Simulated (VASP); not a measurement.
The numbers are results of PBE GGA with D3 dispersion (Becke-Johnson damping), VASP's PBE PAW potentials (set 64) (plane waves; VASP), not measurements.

VASP ran on this input.

### INCAR
```
ALGO=Normal
EDIFF=1E-6
EDIFFG=-0.01
ENCUT=520
GGA=PE
IBRION=2
ISIF=3
ISMEAR=0
IVDW=12
LASPH=T
LCHARG=F
LMAXMIX=4
LREAL=F
LWAVE=F
NELM=100
NSW=60
PREC=Accurate
SIGMA=0.05
SYSTEM=GaN
```

File POSCAR:
```
GaN
1
    0.0000000000     2.2600000000     2.2600000000
    2.2600000000     0.0000000000     2.2600000000
    2.2600000000     2.2600000000     0.0000000000
Ga N
1 1
Direct
  0.0000000000   0.0000000000   0.0000000000
  0.2500000000   0.2500000000   0.2500000000
```

File KPOINTS:
```
Automatic mesh
0
Gamma
9 9 9
0 0 0
```

POTCAR, in this order: Ga_d N (PBE.64 set). Program: vasp_std.

Output

### OUTCAR
```
 ion  position               nearest neighbor table
   1  0.000  0.000  0.000-   2 1.96   2 1.96   2 1.96   2 1.96
   2  0.250  0.250  0.250-   1 1.96   1 1.96   1 1.96   1 1.96
  LATTYP: Found a face centered cubic cell.
 ALAT       =     4.5200000000
 Subroutine PRICEL returns:
 Original cell was already a primitive cell.
 Subroutine GETGRP returns: Found 24 space group operations
The static configuration has the point symmetry T_d .
The dynamic configuration has the point symmetry T_d .
 Subroutine INISYM returns: Found 24 space group operations
 Subroutine IBZKPT returns following result:
 Found     35 irreducible k-points:

 Following reciprocal coordinates:
            Coordinates               Weight
  0.000000  0.000000  0.000000      1.000000
  0.111111  0.000000  0.000000      8.000000
  0.222222  0.000000  0.000000      8.000000
  0.333333  0.000000  0.000000      8.000000
  0.444444  0.000000  0.000000      8.000000
  0.111111  0.111111  0.000000      6.000000
  0.222222  0.111111  0.000000     24.000000
  0.333333  0.111111  0.000000     24.000000
  0.444444  0.111111  0.000000     24.000000
 -0.444444  0.111111  0.000000     24.000000
 -0.333333  0.111111  0.000000     24.000000
 -0.222222  0.111111  0.000000     24.000000
 -0.111111  0.111111  0.000000     12.000000
  0.222222  0.222222  0.000000      6.000000
  0.333333  0.222222  0.000000     24.000000
  0.444444  0.222222  0.000000     24.000000
 -0.444444  0.222222  0.000000     24.000000
 -0.333333  0.222222  0.000000     24.000000
 -0.222222  0.222222  0.000000     12.000000
  0.333333  0.333333  0.000000      6.000000
  0.444444  0.333333  0.000000     24.000000
 -0.444444  0.333333  0.000000     24.000000
 -0.333333  0.333333  0.000000     12.000000
  0.444444  0.444444  0.000000      6.000000
...
```

OSZICAR:
```
       N       E                     dE             d eps       ncg     rms          rms(c)
DAV:   1     0.939265568530E+02    0.93927E+02   -0.98319E+03   947   0.250E+03
DAV:   2    -0.629607257135E+01   -0.10022E+03   -0.94774E+02  1055   0.373E+02
DAV:   3    -0.139936399778E+02   -0.76976E+01   -0.76373E+01   990   0.920E+01
DAV:   4    -0.141335290277E+02   -0.13989E+00   -0.13975E+00  1152   0.132E+01
DAV:   5    -0.141353523218E+02   -0.18233E-02   -0.18233E-02   990   0.133E+00    0.769E+00
DAV:   6    -0.121459216654E+02    0.19894E+01   -0.60098E+00  1382   0.485E+01    0.267E+00
DAV:   7    -0.121572737075E+02   -0.11352E-01   -0.35400E-01   915   0.810E+00    0.177E+00
DAV:   8    -0.121535380252E+02    0.37357E-02   -0.71208E-02  1028   0.441E+00    0.812E-01
DAV:   9    -0.121482050553E+02    0.53330E-02   -0.22422E-02  1372   0.376E+00    0.193E-01
DAV:  10    -0.121485456213E+02   -0.34057E-03   -0.19696E-03  1076   0.741E-01    0.827E-02
DAV:  11    -0.121484545388E+02    0.91083E-04   -0.37948E-04  1349   0.362E-01    0.132E-02
DAV:  12    -0.121484608038E+02   -0.62650E-05   -0.34776E-05   975   0.774E-02    0.955E-03
DAV:  13    -0.121484605584E+02    0.24532E-06   -0.17405E-06   885   0.127E-02
   1 F= -.12652136E+02 E0= -.12652136E+02  d E =-.126521E+02
       N       E                     dE             d eps       ncg     rms          rms(c)
DAV:   1    -0.121480141793E+02    0.44662E-03   -0.83855E-03  1055   0.259E+00    0.153E-01
DAV:   2    -0.121475248834E+02    0.48930E-03   -0.80310E-04  1110   0.959E-01    0.688E-02
DAV:   3    -0.121474048165E+02    0.12007E-03   -0.14433E-04  1110   0.468E-01    0.166E-02
DAV:   4    -0.121473906819E+02    0.14135E-04   -0.19202E-05  1207   0.663E-02    0.124E-03
DAV:   5    -0.121473907298E+02   -0.47930E-07   -0.54781E-07   488   0.879E-03
   2 F= -.12652139E+02 E0= -.12652139E+02  d E =-.330749E-05
       N       E                     dE             d eps       ncg     rms          rms(c)
DAV:   1    -0.121479992189E+02   -0.60854E-03   -0.16498E-03  1065   0.115E+00    0.672E-02
DAV:   2    -0.121479042083E+02    0.95011E-04   -0.15737E-04  1095   0.424E-01    0.303E-02
DAV:   3    -0.121478804887E+02    0.23720E-04   -0.28500E-05  1120   0.208E-01    0.735E-03
DAV:   4    -0.121478772191E+02    0.32696E-05   -0.35853E-06   899   0.289E-02    0.569E-04
DAV:   5    -0.121478771932E+02    0.25939E-07   -0.20864E-07   470   0.551E-03
   3 F= -.12652150E+02 E0= -.12652150E+02  d E =-.145391E-04
```

**OUTCAR**
```
------------------------ aborting loop because EDIFF is reached ----------------------------------------
 Edisp (eV)   -0.50427
  FORCE on cell =-STRESS in cart. coord.  units (eV):
  Direction    XX          YY          ZZ          XY          YZ          ZX
  --------------------------------------------------------------------------------------
  Total       0.00009     0.00009     0.00009    -0.00000    -0.00000     0.00000
  in kB       0.00658     0.00658     0.00658    -0.00000    -0.00000     0.00000
  external pressure =        0.01 kB  Pullay stress =        0.00 kB
  volume of cell :       23.06
      direct lattice vectors                 reciprocal lattice vectors
     0.000000000  2.259137939  2.259137939    -0.221323360  0.221323360  0.221323360
     2.259137939  0.000000000  2.259137939     0.221323360 -0.221323360  0.221323360
     2.259137939  2.259137939 -0.000000000     0.221323360  0.221323360 -0.221323360
  FREE ENERGIE OF THE ION-ELECTRON SYSTEM (eV)
  ---------------------------------------------------
  free  energy   TOTEN  =       -12.6521504012 eV

  energy  without entropy=      -12.6521504012  energy(sigma->0) =      -12.65215040

 reached required accuracy - stopping structural energy minimisation
```
(Selected blocks of OUTCAR.)

CONTCAR:
```
GaN
   1.00000000000000
     0.0000000000000000    2.2591379392513429    2.2591379392513429
     2.2591379392513429    0.0000000000000000    2.2591379392513429
     2.2591379392513429    2.2591379392513429   -0.0000000000000000
  Ga              N
     1     1
Direct
     0.0000000000000000    0.0000000000000000    0.0000000000000000
     0.2500000000000000    0.2500000000000000    0.2500000000000000
```

The compound is GaN in the zinc blende structure, a metastable form; wurtzite is the usual one. This run relaxes it. Symmetry was kept, so distortions that lower it aren't found.
